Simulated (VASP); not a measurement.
VASP runs on Fe3Mo (space group Pm-3m) share one base input (PBE GGA, plane waves, VASP's PBE PAW potentials (set 64)) and change the settings named in each case.

### POSCAR
```
Fe3Mo
1
    3.6147560000     0.0000000000     0.0000000000
    0.0000000000     3.6147560000     0.0000000000
    0.0000000000     0.0000000000     3.6147560000
Fe Mo
3 1
Direct
  0.0000000000   0.5000000000   0.5000000000
  0.5000000000   0.5000000000   0.0000000000
  0.5000000000   0.0000000000   0.5000000000
  0.0000000000   0.0000000000   0.0000000000
```

INCAR:
```
ALGO  =  Normal
EDIFF  =  1E-6
ENCUT  =  300
GGA  =  PE
ISIF  =  2
ISMEAR  =  -1
ISPIN  =  2
LASPH  =  T
LCHARG  =  F
LMAXMIX  =  4
LORBIT  =  11
LREAL  =  F
LWAVE  =  F
MAGMOM  =  4.0 4.0 4.0 0.0
NELM  =  100
PREC  =  Accurate
SIGMA  =  0.136
SYSTEM  =  Fe3Mo
```

File KPOINTS:
```
Automatic mesh
0
Gamma
5 5 5
0 0 0
```

POTCAR, in this order: Fe Mo_sv (PBE.64 set). Program: vasp_std.

```
change                                                                                                                                                     E(σ→0) (eV/atom)  pressure (GPa)  −TS (eV)
---------------------------------------------------------------------------------------------------------------------------------------------------------  ----------------  --------------  --------
base run                                                                                                                                                            -8.8319           -1.31   -0.2870
GGA removed, POTCAR Fe Mo_sv (LDA.64 set)                                                                                                                           -9.9859             [?]       [?]
GGA_COMPAT = .FALSE., ISPIN removed, LNONCOLLINEAR = .TRUE., LSORBIT = .TRUE., MAGMOM = 0.0 0.0 4.0 0.0 0.0 4.0 0.0 0.0 4.0 0.0 0.0 0.0, program vasp_ncl           -8.8628             [?]       [?]
KPOINTS 1×1×1 Γ-centred mesh                                                                                                                                        -8.6113           -2.80   -0.5224
```

Complete the blanks.

- GGA_COMPAT = .FALSE., ISPIN removed, LNONCOLLINEAR = .TRUE., LSORBIT = .TRUE., MAGMOM = 0.0 0.0 4.0 0.0 0.0 4.0 0.0 0.0 4.0 0.0 0.0 0.0, program vasp_ncl, pressure (GPa): -1.24
- GGA_COMPAT = .FALSE., ISPIN removed, LNONCOLLINEAR = .TRUE., LSORBIT = .TRUE., MAGMOM = 0.0 0.0 4.0 0.0 0.0 4.0 0.0 0.0 4.0 0.0 0.0 0.0, program vasp_ncl, −TS (eV): -0.2875
- GGA removed, POTCAR Fe Mo_sv (LDA.64 set), pressure (GPa): -20.50
- GGA removed, POTCAR Fe Mo_sv (LDA.64 set), −TS (eV): -0.3528

Energies of different potentials or functionals have different zeros.  At 300 eV the pressure can carry a Pulay error.

Left out are runs that ran out of time, are held back, or changed the cell or the kind of run, fixed moments of cells without a moment, rows past the twelfth, gaps on odd meshes, pressures of charged cells and columns that move by less than the noise.

The structure was generated: Fe3Mo was put into an ordered model structure, which need not be its known phase. The cell was not relaxed at this level, its lattice was scaled by up to 2.5 %.
